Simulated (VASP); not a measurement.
All values below come from optB88-vdW, VASP's PBE PAW potentials (set 64) (plane waves; VASP).

VASP ran on this input.

File POSCAR:
```
AgCl
3.9287280
  0.0000000000   0.7071068098   0.7071068098
  0.7071068098   0.0000000000   0.7071068098
  0.7071068098   0.7071068098   0.0000000000
Ag Cl
1 1
Cart
  0.7071068098   0.7071068098   0.0000000000
  0.7071068098   0.7071068098   0.7071068098
```

**KPOINTS**
```
k-points along high-symmetry lines
15
Line-mode
Reciprocal
  0.000000   0.000000   0.000000 ! GAMMA
  0.500000   0.000000   0.500000 ! X

  0.500000   0.000000   0.500000 ! X
  0.625000   0.250000   0.625000 ! U

  0.375000   0.375000   0.750000 ! K
  0.000000   0.000000   0.000000 ! GAMMA

  0.000000   0.000000   0.000000 ! GAMMA
  0.500000   0.500000   0.500000 ! L

  0.500000   0.500000   0.500000 ! L
  0.500000   0.250000   0.750000 ! W

  0.500000   0.250000   0.750000 ! W
  0.500000   0.000000   0.500000 ! X
```

**INCAR**
```
! general
SYSTEM    =  AgCl
PREC      =  Accurate
ENCUT     =  520
LREAL     =  .False.
LASPH     =  .True.
ICHARG    =  11   ! fixed density

! electronic loop
EDIFF     =  1E-7
NELM      =  100   ! most electronic steps
ALGO      =  Normal
LMAXMIX   =  4   ! l cut-off of mixed one-centre charges

! smearing
ISMEAR    =  0   ! Gaussian
SIGMA     =  0.05

! functional
GGA       =  BO
LUSE_VDW  =  .True.
AGGAC     =  0.0
PARAM1    =  0.1833333333
PARAM2    =  0.22

! output
LWAVE     =  .False.
LCHARG    =  .False.
LORBIT    =  11
```

POTCAR, in this order: Ag Cl (PBE.64 set). Program: vasp_std. Read from the step before: CHGCAR.

Output of the run:

File OSZICAR:
```
       N       E                     dE             d eps       ncg     rms          rms(c)
DAV:   1     0.106231812311E+03    0.10623E+03   -0.89124E+03  2420   0.125E+03
DAV:   2     0.330382910778E+01   -0.10293E+03   -0.96034E+02  2775   0.256E+02
DAV:   3    -0.758939797259E+00   -0.40628E+01   -0.40500E+01  2785   0.534E+01
DAV:   4    -0.790909032072E+00   -0.31969E-01   -0.31965E-01  2670   0.529E+00
DAV:   5    -0.791362118683E+00   -0.45309E-03   -0.45308E-03  2760   0.636E-01
DAV:   6    -0.791371023000E+00   -0.89043E-05   -0.89043E-05  2730   0.877E-02
DAV:   7    -0.791371218667E+00   -0.19567E-06   -0.19566E-06  2770   0.132E-02
DAV:   8    -0.791371222541E+00   -0.38740E-08   -0.38846E-08  1855   0.200E-03
   1 F= -.79137122E+00 E0= -.79137122E+00  d E =-.231870E-13
```

### OUTCAR
```
 val. band max:        3.5502529590   @ k =   0.5000   0.5000   0.5000

 cond. band min:       4.4423830660   @ k =   0.0000   0.0000   0.0000



 k-point     1 :       0.0000    0.0000    0.0000
  band No.  band energies     occupation
      1     -11.4991      2.00000
      2       1.1085      2.00000
      3       1.1085      2.00000
      4       1.1085      2.00000
      5       1.1598      2.00000
      6       1.1598      2.00000
      7       1.2954      2.00000
      8       1.2954      2.00000
      9       1.2954      2.00000
     10       4.4424      0.00000
     11      14.4865      0.00000
     12      14.4865      0.00000
     13      14.4865      0.00000

 k-point     2 :       0.0357    0.0000    0.0357
  band No.  band energies     occupation
      1     -11.4925      2.00000
      2       0.8662      2.00000
      3       1.0452      2.00000
      4       1.0452      2.00000
      5       1.1044      2.00000
      6       1.1621      2.00000
      7       1.3592      2.00000
      8       1.3592      2.00000
      9       1.5423      2.00000
     10       4.5351      0.00000
     11      14.3345      0.00000
     12      14.4136      0.00000
     13      14.4136      0.00000

 k-point     3 :       0.0714    0.0000    0.0714
  band No.  band energies     occupation
      1     -11.4730      2.00000
      2       0.4985      2.00000
      3       0.9387      2.00000
      4       0.9387      2.00000
      5       1.0926      2.00000
      6       1.1687      2.00000
      7       1.4667      2.00000
      8       1.4667      2.00000
      9       1.7805      2.00000
     10       4.8003      0.00000
     11      14.0088      0.00000
     12      14.2401      0.00000
     13      14.2401      0.00000

 k-point     4 :       0.1071    0.0000    0.1071
  band No.  band energies     occupation
      1     -11.4419      2.00000
      2       0.1403      2.00000
      3       0.8336      2.00000
      4       0.8336      2.00000
...
```

The density is held fixed in this step, so its total energy and stress have no physical meaning.

The compound is AgCl in the rock salt structure. It was relaxed first.
